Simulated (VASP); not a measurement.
Method: PBEsol GGA, VASP's PBE PAW potentials (set 64) (plane waves; VASP).

A VASP calculation is set up with these files.

**KPOINTS**
```
Automatic mesh
0
Gamma
14 14 12
0 0 0
```

### INCAR
```
ISIF = 2
LWAVE = .False.
PREC = Accurate
SYSTEM = WC
ALGO = Normal   # blocked Davidson
LCHARG = .False.
LMAXMIX = 6   # l cut-off of mixed one-centre charges
ENCUT = 600   # plane-wave cut-off (eV)
SIGMA = 0.1
EDIFF = 1E-7   # SCF stop (eV)
GGA = PS   # PBEsol
LASPH = .True.
ISMEAR = 1
LREAL = .False.   # projection in real space or not
NELM = 100
```

### POSCAR
```
WC
1
    1.4510607390    -2.5133109992    -0.0000000000
    1.4510607390     2.5133109992     0.0000000000
   -0.0000000000    -0.0000000000     2.8291178855
W C
1 1
Direct
  0.0000000000   0.0000000000   0.0000000000
  0.3333330000   0.6666670000   0.5000000000
```

POTCAR, in this order: W_sv C (PBE.64 set). Program: vasp_std.

The run wrote:

### OSZICAR
```
       N       E                     dE             d eps       ncg     rms          rms(c)
DAV:   1     0.119647039475E+03    0.11965E+03   -0.10691E+04  4368   0.171E+03
DAV:   2    -0.224802857229E+02   -0.14213E+03   -0.13827E+03  4993   0.409E+02
DAV:   3    -0.267667906408E+02   -0.42865E+01   -0.42257E+01  5268   0.643E+01
DAV:   4    -0.268085335741E+02   -0.41743E-01   -0.41678E-01  4851   0.680E+00
DAV:   5    -0.268088631552E+02   -0.32958E-03   -0.32957E-03  5216   0.626E-01    0.335E+01
DAV:   6    -0.240070947590E+02    0.28018E+01   -0.86912E+00  4968   0.307E+01    0.936E+00
DAV:   7    -0.239334014863E+02    0.73693E-01   -0.37695E-01  4613   0.552E+00    0.627E+00
DAV:   8    -0.239017924684E+02    0.31609E-01   -0.70659E-02  4843   0.238E+00    0.750E-01
DAV:   9    -0.239007762521E+02    0.10162E-02   -0.37970E-03  4668   0.469E-01    0.142E-01
DAV:  10    -0.239006326153E+02    0.14364E-03   -0.28537E-04  5068   0.233E-01    0.614E-02
DAV:  11    -0.239006319657E+02    0.64959E-06   -0.19118E-05  4763   0.423E-02    0.995E-03
DAV:  12    -0.239006310736E+02    0.89209E-06   -0.39042E-06  4783   0.176E-02    0.267E-03
DAV:  13    -0.239006311094E+02   -0.35809E-07   -0.81129E-08  2814   0.320E-03
   1 F= -.23900631E+02 E0= -.23900637E+02  d E =0.165302E-04
```

OUTCAR:
```
------------------------ aborting loop because EDIFF is reached ----------------------------------------
  FORCE on cell =-STRESS in cart. coord.  units (eV):
  Direction    XX          YY          ZZ          XY          YZ          ZX
  --------------------------------------------------------------------------------------
  Total       -0.0299462     -0.0299462      0.0836328      0.0000000      0.0000000      0.0000000
  in kB       -2.3250908     -2.3250909      6.4934322      0.0000000      0.0000000      0.0000000
  external PRESSURE =       0.6144168 kB  Pullay stress =       0.0000000 kB
  volume of cell :       20.64
      direct lattice vectors                 reciprocal lattice vectors
     1.451060739 -2.513310999  0.000000000     0.344575514 -0.198940760  0.000000000
     1.451060739  2.513310999  0.000000000     0.344575514  0.198940760  0.000000000
     0.000000000  0.000000000  2.829117886     0.000000000  0.000000000  0.353467067
 POSITION                                       TOTAL-FORCE (eV/Angst)
 -----------------------------------------------------------------------------------
      0.00000      0.00000      0.00000         0.000000      0.000000      0.000000
      1.45106      0.83777      1.41456         0.000000      0.000000      0.000000
 -----------------------------------------------------------------------------------
    total drift:                                0.000000     -0.000378      0.000000
  FREE ENERGIE OF THE ION-ELECTRON SYSTEM (eV)
  ---------------------------------------------------
  free  energy   TOTEN  =       -23.9006311094 eV

  energy  without entropy=      -23.9006476396  energy(sigma->0) =      -23.90063662
```
(Selected blocks of OUTCAR.)

The compound is WC in the wc structure. It was relaxed first.
